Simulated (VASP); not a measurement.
**Cu: the relaxed cell at several levels of theory**

Aim: relax Cu at several levels of theory and compare the cells. The starting structure is a measured crystal structure from the Crystallography Open Database.

Main program and level: VASP 6.6.1; Kohn-Sham DFT with plane waves and PAW; PBEsol, r2SCAN, PBE and LDA.

## Step 1: The starting structure

Symmetry: Fm-3m, No. 225, cubic system. Conventional cell: a = 3.615 Å, b = 3.615 Å, c = 3.615 Å, α = 90.00°, β = 90.00°, γ = 90.00°. Nearest to Cu lie 12 Cu at 2.56 Å.

## Step 2: Relaxation with PBEsol

PBEsol restores the gradient expansion of exchange and is tuned for the cells of solids. This run starts from the cell of an earlier relaxation, which isn't shown; the restart sets up the plane waves anew.

File INCAR:

```
SYSTEM = Cu
PREC = Accurate
ENCUT = 520
EDIFF = 1E-07
NELM = 100
ISMEAR = 1
SIGMA = 0.15
LREAL = .FALSE.
ALGO = Normal
GGA = PS
NBANDS = 11
LASPH = .TRUE.
LORBIT = 11
LWAVE = .FALSE.
LCHARG = .FALSE.
KPAR = 4
IBRION = 2
NSW = 50
ISIF = 3
EDIFFG = -0.005
```

File POSCAR:

```
Cu
1.0
    0.0000000000      1.7845136465      1.7845136465
    1.7845136465      0.0000000000      1.7845136465
    1.7845136465      1.7845136465      0.0000000000
Cu
1
Direct
    0.0000000000      0.0000000000      0.0000000000
```

File KPOINTS:

```
Automatic mesh
0
Gamma
22 22 22
0 0 0
```

Potentials, in the order of the species: Cu (PBE family, release 64).

On the command line:

```bash
> mpirun -np 4 vasp_std
```

The program printed:

```text
[banner, memory and clock lines left out]
running    4 mpi-ranks, on    1 nodes
 distrk:  each k-point on    1 cores,    4 groups
 distr:  one band on    1 cores,    1 groups

 POSCAR found type information on POSCAR Cu
 POSCAR found :  1 types and       1 ions
|                                                                             |
|               ----> ADVICE to this user running VASP <----                  |
|                                                                             |
|     You enforced a specific xc type in the INCAR file but a different       |
|     [... a line on the potential file left out ...]
|     I HOPE YOU KNOW WHAT YOU ARE DOING!                                     |
|                                                                             |

 LDA part: xc-table for (Slater+PW92), standard interpolation
 POSCAR, INCAR and KPOINTS ok, starting setup
 FFT: planning ... GRIDC
 FFT: planning ... GRID_SOFT
 FFT: planning ... GRID
 WAVECAR not read
 entering main loop
       N       E                     dE             d eps       ncg     rms          rms(c)
DAV:   1     0.400133941585E+02    0.40013E+02   -0.55001E+03  7890   0.168E+03
DAV:   2    -0.431280891154E+01   -0.44326E+02   -0.41207E+02  7366   0.205E+02
DAV:   3    -0.539931540222E+01   -0.10865E+01   -0.10813E+01  8170   0.392E+01
DAV:   4    -0.540606589257E+01   -0.67505E-02   -0.67495E-02  8114   0.272E+00
DAV:   5    -0.540612999739E+01   -0.64105E-04   -0.64104E-04  8182   0.264E-01    0.843E+00
DAV:   6    -0.474311983670E+01    0.66301E+00   -0.17803E+01  8348   0.861E+01    0.416E+00
DAV:   7    -0.432446816905E+01    0.41865E+00   -0.26964E+00  8310   0.333E+01    0.585E-01
DAV:   8    -0.431160536497E+01    0.12863E-01   -0.56643E-03  8148   0.126E+00    0.321E-01
DAV:   9    -0.430973648530E+01    0.18689E-02   -0.10483E-02  8527   0.188E+00    0.221E-02
DAV:  10    -0.430974425883E+01   -0.77735E-05   -0.31092E-05  9948   0.924E-02    0.691E-03
DAV:  11    -0.430974525558E+01   -0.99675E-06   -0.75680E-07  8659   0.175E-02    0.318E-04
DAV:  12    -0.430974526536E+01   -0.97830E-08   -0.83479E-09  4446   0.149E-03
   1 F= -.43097453E+01 E0= -.43098311E+01  d E =-.430975E+01
 curvature:   0.00 expect dE= 0.000E+00 dE for cont linesearch  0.000E+00
 trial: gam= 0.00000 g(F)=  0.352E-62 g(S)=  0.240E-05 ort = 0.000E+00 (trialstep = 0.100E+01)
 search vector abs. value=  0.240E-05
 reached required accuracy - stopping structural energy minimisation
```

The job ended after 5.2 s (4 MPI ranks of Intel Xeon 6975P-C (Granite Rapids), shared host; peak memory 0.57 GiB; 18 s of CPU time).

The logs omit lines about the potential files and the build; timing stands in the text.

Parts of OUTCAR (step 2):

```text
ion  position               nearest neighbor table
   1  0.000  0.000  0.000-

  LATTYP: Found a face centered cubic cell.
 ALAT       =     3.5690272930

 Subroutine GETGRP returns: Found 48 space group operations
 (whereof 48 operations were pure point group operations)

The static configuration has the point symmetry O_h .

 Found    328 irreducible k-points:

   k-points           NKPTS =    328   k-points in BZ     NKDIM =    328   number of bands    NBANDS=     11

   dimension x,y,z NGX =    20 NGY =   20 NGZ =   20
   dimension x,y,z NGXF=    40 NGYF=   40 NGZF=   40

   ENCUT  =  520.0 eV  38.22 Ry    6.18 a.u.   4.69  4.69  4.69*2*pi/ulx,y,z

   NELECT =      11.0000    total number of electrons

 k-points in reciprocal lattice and weights: Automatic mesh
   0.00000000  0.00000000  0.00000000       0.000
   0.04545455  0.00000000  0.00000000       0.001
   0.09090909  0.00000000  0.00000000       0.001
   0.13636364  0.00000000  0.00000000       0.001
   0.18181818  0.00000000  0.00000000       0.001
   0.22727273  0.00000000  0.00000000       0.001
   0.27272727  0.00000000  0.00000000       0.001
   0.31818182  0.00000000  0.00000000       0.001
   0.36363636  0.00000000  0.00000000       0.001
[...]
-0.27272727  0.45454545  0.22727273       0.002
  -0.27272727  0.50000000  0.22727273       0.001

 average (electrostatic) potential at core
       1 -63.1815

 E-fermi :   7.8701

 k-point     1 :       0.0000    0.0000    0.0000
  band No.  band energies     occupation
    ...
      2       4.7388      2.00000
      3       4.7388      2.00000
      4       4.7388      2.00000
      5       5.6220      2.00000
      6       5.6220      2.00000
      7      30.7738      0.00000
      8      33.6882      0.00000
      9      33.6882      0.00000
     10      33.6882      0.00000
     11      36.2017      0.00000

 k-point     2 :       0.0455    0.0000    0.0000
  band No.  band energies     occupation
    ...
      2       4.7214      2.00000
      3       4.7542      2.00000
      4       4.7542      2.00000
      5       5.6157      2.00000
      6       5.6157      2.00000
      7      30.4105      0.00000
      8      32.5295      0.00000
      9      33.4254      0.00000
     10      33.4254      0.00000
     11      36.5718      0.00000

 k-point     3 :       0.0909    0.0000    0.0000
  band No.  band energies     occupation
    ...
      2       4.6725      2.00000
      3       4.7964      2.00000
      4       4.7964      2.00000
      5       5.6005      2.00000
      6       5.6005      2.00000
      7      28.7957      0.00000
      8      31.6996      0.00000
      9      32.8921      0.00000
     10      32.8921      0.00000
     11      37.4033      0.00000

  Total       -0.0040715     -0.0040715     -0.0040715      0.0000000      0.0000000      0.0000000
  in kB       -0.5739509     -0.5739509     -0.5739509      0.0000000      0.0000000      0.0000000
  external PRESSURE =      -0.5739509 kB  Pullay stress =       0.0000000 kB

  energy-cutoff  :      520.00
  volume of cell :       11.37
      direct lattice vectors                 reciprocal lattice vectors
     0.000000000  1.784513646  1.784513646    -0.280188387  0.280188387  0.280188387
     1.784513646  0.000000000  1.784513646     0.280188387 -0.280188387  0.280188387
     1.784513646  1.784513646  0.000000000     0.280188387  0.280188387 -0.280188387

 POSITION                                       TOTAL-FORCE (eV/Angst)
 -----------------------------------------------------------------------------------
      0.00000      0.00000      0.00000         0.000000     -0.000000     -0.000000
 -----------------------------------------------------------------------------------
    total drift:                                0.000000      0.000000      0.000000

  FREE ENERGIE OF THE ION-ELECTRON SYSTEM (eV)
  ---------------------------------------------------
  free  energy   TOTEN  =        -4.3097452654 eV

  energy  without entropy=       -4.3100026295  energy(sigma->0) =       -4.30983105

 reached required accuracy - stopping structural energy minimisation

 total charge
# of ion       s       p       d       tot
------------------------------------------
    1        0.464   0.414   9.171  10.049

[... 3 further parts left out ...]
```

This run has no spin polarisation. Its electron count is odd, so without a moment it is a metal by construction. The PAW data sets were made with PBE, which is usual practice but a small mismatch for other functionals. The run keeps the 48 symmetry operations of its start, so it cannot find a distortion of lower symmetry.

With PBEsol the relaxed cell holds 11.366 Å³ an atom, -3.80 % against the measured cell, with a = 3.569 Å.

## Step 3: Relaxation with r2SCAN

r2SCAN adds the kinetic-energy density, costs more than a GGA and is run with LASPH. This run starts from the cell of an earlier relaxation, which isn't shown; the restart sets up the plane waves anew.

INCAR, as its differences from that of step 2:

```diff
@@ -9,5 +9,5 @@
 ALGO = Normal
-GGA = PS
+METAGGA = R2SCAN
+LASPH = .TRUE.
 NBANDS = 11
-LASPH = .TRUE.
 LORBIT = 11
```

File POSCAR:

```
Cu
1.0
    0.0000000000      1.7907857897      1.7907857897
    1.7907857897      0.0000000000      1.7907857897
    1.7907857897      1.7907857897      0.0000000000
Cu
1
Direct
    0.0000000000      0.0000000000      0.0000000000
```

KPOINTS is that of step 2.

On the command line:

```bash
> mpirun -np 4 vasp_std
```

The program printed:

```text
[banner, memory and clock lines left out]
running    4 mpi-ranks, on    1 nodes
[...]
[... a notice as in an earlier step ...]

 LDA part: xc-table for (None), standard interpolation
 POSCAR, INCAR and KPOINTS ok, starting setup
[...]
entering main loop
       N       E                     dE             d eps       ncg     rms          rms(c)
DAV:   1     0.341370151166E+02    0.34137E+02   -0.56712E+03  7775   0.172E+03
DAV:   2    -0.121494399250E+02   -0.46286E+02   -0.42852E+02  7384   0.210E+02
DAV:   3    -0.133610601451E+02   -0.12116E+01   -0.12036E+01  8223   0.421E+01
DAV:   4    -0.133700936802E+02   -0.90335E-02   -0.90323E-02  8116   0.320E+00
[...]
DAV:  14    -0.108279352069E+02    0.79586E-06   -0.73835E-07  7763   0.166E-02    0.496E-04
DAV:  15    -0.108279350305E+02    0.17642E-06   -0.76402E-09  4394   0.167E-03    0.188E-04
DAV:  16    -0.108279349718E+02    0.58665E-07   -0.63536E-09  3896   0.133E-03
   1 F= -.10827935E+02 E0= -.10827993E+02  d E =-.108279E+02
[...]
reached required accuracy - stopping structural energy minimisation
```

The job ended after 27 s (4 MPI ranks; peak memory 0.65 GiB; 93 s of CPU time).

OUTCAR, selected parts (step 3):

```text
  Total        0.0002461      0.0002461      0.0002461      0.0000000     -0.0000000     -0.0000000
  in kB        0.0343242      0.0343242      0.0343242      0.0000000     -0.0000000     -0.0000000
  external PRESSURE =       0.0343242 kB  Pullay stress =       0.0000000 kB

  FREE ENERGIE OF THE ION-ELECTRON SYSTEM (eV)
  ---------------------------------------------------
  free  energy   TOTEN  =       -10.8279349718 eV

  energy  without entropy=      -10.8281084488  energy(sigma->0) =      -10.82799280

[... 3 parts as in an earlier step ...]

[... 2 further parts left out ...]
[key lines of the parts left out:]
E-fermi :   7.7390
```

With r2SCAN the relaxed cell holds 11.486 Å³ an atom, -2.78 % against the measured cell, with a = 3.582 Å. That is +1.06 % from PBEsol.

## Step 4: Relaxation with PBE

PBE, the usual starting point, adds the gradient of the density. This run starts from the cell of an earlier relaxation, which isn't shown; the restart sets up the plane waves anew.

INCAR, as its differences from that of step 3:

```diff
@@ -9,5 +9,5 @@
 ALGO = Normal
-METAGGA = R2SCAN
+GGA = PE
+NBANDS = 11
 LASPH = .TRUE.
-NBANDS = 11
 LORBIT = 11
```

File POSCAR:

```
Cu
1.0
    0.0000000000      1.8168692537      1.8168692537
    1.8168692537      0.0000000000      1.8168692537
    1.8168692537      1.8168692537      0.0000000000
Cu
1
Direct
    0.0000000000      0.0000000000      0.0000000000
```

KPOINTS is that of step 3.

On the command line:

```bash
> mpirun -np 4 vasp_std
```

The program printed:

```text
[banner, memory and clock lines left out]
running    4 mpi-ranks, on    1 nodes
[...]
LDA part: xc-table for (Slater+PW92), standard interpolation
 POSCAR, INCAR and KPOINTS ok, starting setup
[...]
entering main loop
       N       E                     dE             d eps       ncg     rms          rms(c)
DAV:   1     0.418074361946E+02    0.41807E+02   -0.54899E+03  7753   0.167E+03
DAV:   2    -0.351277179871E+01   -0.45320E+02   -0.42374E+02  7411   0.203E+02
DAV:   3    -0.461631390330E+01   -0.11035E+01   -0.10979E+01  8161   0.393E+01
DAV:   4    -0.462375861554E+01   -0.74447E-02   -0.74437E-02  8116   0.283E+00
[...]
DAV:  10    -0.372909902410E+01   -0.10465E-05   -0.46066E-05 10700   0.119E-01    0.880E-03
DAV:  11    -0.372909798215E+01    0.10420E-05   -0.10048E-06  8472   0.186E-02    0.389E-04
DAV:  12    -0.372909803368E+01   -0.51530E-07   -0.14980E-08  4517   0.178E-03
   1 F= -.37290980E+01 E0= -.37291585E+01  d E =-.372910E+01
[...]
reached required accuracy - stopping structural energy minimisation
```

Run time: 5.2 s. Hardware: 4 MPI ranks; peak memory 0.6 GiB.

OUTCAR, selected parts (step 4):

```text
  Total        0.0034655      0.0034655      0.0034655     -0.0000000      0.0000000     -0.0000000
  in kB        0.4628921      0.4628921      0.4628921     -0.0000000      0.0000000     -0.0000000
  external PRESSURE =       0.4628921 kB  Pullay stress =       0.0000000 kB

 POSITION                                       TOTAL-FORCE (eV/Angst)
 -----------------------------------------------------------------------------------
      0.00000      0.00000      0.00000        -0.000000      0.000000      0.000000
 -----------------------------------------------------------------------------------
    total drift:                                0.000000      0.000000      0.000000

  FREE ENERGIE OF THE ION-ELECTRON SYSTEM (eV)
  ---------------------------------------------------
  free  energy   TOTEN  =        -3.7290980337 eV

  energy  without entropy=       -3.7292794057  energy(sigma->0) =       -3.72915849

[... 2 parts as in an earlier step ...]

[... 2 further parts left out ...]
[key lines of the parts left out:]
E-fermi :   7.3813
```

With PBE the relaxed cell holds 11.995 Å³ an atom, +1.53 % against the measured cell, with a = 3.634 Å. That is +5.54 % from PBEsol.

## Step 5: Relaxation with LDA

LDA, the lowest rung, knows the local density alone. This run starts from the cell of an earlier relaxation, which isn't shown; the restart sets up the plane waves anew.

INCAR, as its differences from that of step 4:

```diff
@@ -9,3 +9,3 @@
 ALGO = Normal
-GGA = PE
+GGA = CA
 NBANDS = 11
```

File POSCAR:

```
Cu
1.0
    0.0000000000      1.7618943573      1.7618943573
    1.7618943573      0.0000000000      1.7618943573
    1.7618943573      1.7618943573      0.0000000000
Cu
1
Direct
    0.0000000000      0.0000000000      0.0000000000
```

KPOINTS is that of step 4.

Potentials, in the order of the species: Cu (LDA family, release 64).

On the command line:

```bash
> mpirun -np 4 vasp_std
```

The program printed:

```text
[banner, memory and clock lines left out]
running    4 mpi-ranks, on    1 nodes
[...]
LDA part: xc-table for (Slater(with rela. corr.)+CA(PZ))
 , standard interpolation
 POSCAR, INCAR and KPOINTS ok, starting setup
[...]
entering main loop
       N       E                     dE             d eps       ncg     rms          rms(c)
DAV:   1     0.407400275777E+02    0.40740E+02   -0.54883E+03  7801   0.175E+03
DAV:   2    -0.460931130695E+01   -0.45349E+02   -0.42072E+02  7395   0.209E+02
DAV:   3    -0.571690935564E+01   -0.11076E+01   -0.10920E+01  8253   0.401E+01
DAV:   4    -0.572387322024E+01   -0.69639E-02   -0.69629E-02  8141   0.280E+00
[...]
DAV:  10    -0.470890007447E+01   -0.11803E-04   -0.25580E-05  7867   0.711E-02    0.557E-03
DAV:  11    -0.470890222778E+01   -0.21533E-05   -0.74630E-07  8441   0.151E-02    0.417E-04
DAV:  12    -0.470890222676E+01    0.10239E-08   -0.69192E-09  4430   0.133E-03
   1 F= -.47089022E+01 E0= -.47089838E+01  d E =-.470890E+01
[...]
reached required accuracy - stopping structural energy minimisation
```

Wall time 5 s (4 MPI ranks); peak memory 0.57 GiB; 16 s of CPU time.

From OUTCAR (step 5):

```text
  Total       -0.0000370     -0.0000370     -0.0000370     -0.0000000      0.0000000      0.0000000
  in kB       -0.0054217     -0.0054217     -0.0054217     -0.0000000      0.0000000      0.0000000
  external PRESSURE =      -0.0054217 kB  Pullay stress =       0.0000000 kB

 POSITION                                       TOTAL-FORCE (eV/Angst)
 -----------------------------------------------------------------------------------
      0.00000      0.00000      0.00000         0.000000     -0.000000      0.000000
 -----------------------------------------------------------------------------------
    total drift:                                0.000000      0.000000      0.000000

  FREE ENERGIE OF THE ION-ELECTRON SYSTEM (eV)
  ---------------------------------------------------
  free  energy   TOTEN  =        -4.7089022268 eV

  energy  without entropy=       -4.7091468255  energy(sigma->0) =       -4.70898376

[... 2 parts as in an earlier step ...]

[... 2 further parts left out ...]
[key lines of the parts left out:]
E-fermi :   8.3384
```

With LDA the relaxed cell holds 10.939 Å³ an atom, -7.41 % against the measured cell, with a = 3.524 Å. That is -3.75 % from PBEsol.

## Step 6: All runs side by side

```csv
level,volume (Å³/atom),against the measured cell (%),a (Å),pressure left (GPa),core minutes
PBEsol,11.366,-3.8,3.569,-0.06,1.44
r2SCAN,11.486,-2.78,3.5816,0.0,8.47
PBE,11.995,1.53,3.6337,0.05,1.55
LDA,10.939,-7.41,3.5238,0.0,1.65
```

Core minutes are wall time times ranks, summed over the relaxations behind a row (those for a bulk modulus apart), on shared hosts.

## Step 7: Summary of results

| Quantity | Value |
| --- | --- |
| volume, PBEsol | 11.37 Å³/atom |
| volume, r2SCAN | 11.49 Å³/atom |
| volume, PBE | 12.00 Å³/atom |
| volume, LDA | 10.94 Å³/atom |

**Reading.** Across 4 levels the volume of Cu spans 9.7 %, from 10.94 Å³ an atom (LDA) to 12.00 Å³ (PBE). Against the measured volume of the starting structure, PBE comes nearest (+1.5 %) and LDA lies farthest (-7.4 %). The measured cell holds zero-point expansion and, unless it was taken cold, thermal expansion, which the runs lack, so small differences decide nothing. All runs keep the symmetry of the start, so they can't find a distortion of lower symmetry.

[Lines on the potential files, build, host, timing and source positions are cut from VASP's logs without a mark.]

[Logs are printed without paths, hosts, clocks, repeated set-up lines and the standing remarks that a program may print on its own settings, such as how far it seeks lower states.]

[Hosts, paths, dates, database ids (printed as entryN), source tags and the programs' standing remarks are cut or masked in the printed files.]
